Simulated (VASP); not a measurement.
Consider the following.

```
CELL_PARAMETERS angstrom
      1.14500    -1.98320     0.00000
      1.14500     1.98320     0.00000
      0.00000     0.00000     3.58000
ATOMIC_POSITIONS crystal
  Be 0.33333 0.66667 0.25000
  Be 0.66667 0.33333 0.75000
```

The numbers are results of PBEsol GGA, VASP's PBE PAW potentials (set 64) (plane waves; VASP), not measurements. Settings: 400 eV cut-off, 16×16×9 Γ-centred mesh, first-order Methfessel-Paxton smearing of 0.10 eV, potentials Be.

Energy and stress use the plane-wave basis of the starting cell.

Q: The ions, cell shape and volume are relaxed. Predict the relaxed structure.

A: 
```
CELL_PARAMETERS angstrom
      1.13012    -1.95743     0.00000
      1.13012     1.95743     0.00000
      0.00000     0.00000     3.55096
ATOMIC_POSITIONS crystal
  Be 0.33333 0.66667 0.25000
  Be 0.66667 0.33333 0.75000
```
Space group P6_3/mmc (194), at a tolerance of 0.03 Å.

Q: How do energy and volume change from the first to the last step?

A: The energy (σ→0) changes by -3.5 meV/atom and the volume by -3.4 %, in 5 ionic steps.

The compound is Be in the hcp structure. This run relaxes it. Symmetry was kept, so distortions that lower it aren't found.
